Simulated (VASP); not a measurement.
```
NaCl
1.0
    0.00000     2.84447     2.84447
    2.84447     0.00000     2.84447
    2.84447     2.84447     0.00000
Na Cl
1 1
Direct
  0.00000   0.00000   0.00000
  0.50000   0.50000   0.50000
```

The numbers are results of PBE GGA, VASP's PBE PAW potentials (set 64) (plane waves; VASP), not measurements. Settings: 520 eV cut-off, 7×7×7 Γ-centred mesh, Gaussian smearing of 0.050 eV, potentials Na_pv Cl.

### Question
Estimate the energy per atom (σ→0), band gap (on the k-mesh) with the smallest direct gap where there is one.

### Answer

```json
{
 "band gap (on the k-mesh)": "5.01 eV",
 "smallest direct gap (on the k-mesh)": "5.01 eV",
 "energy per atom (σ→0)": "-3.389 eV/atom"
}
```

Only differences to runs with the same potentials and settings are physical.

The compound is NaCl in the rock salt structure. It was relaxed first.
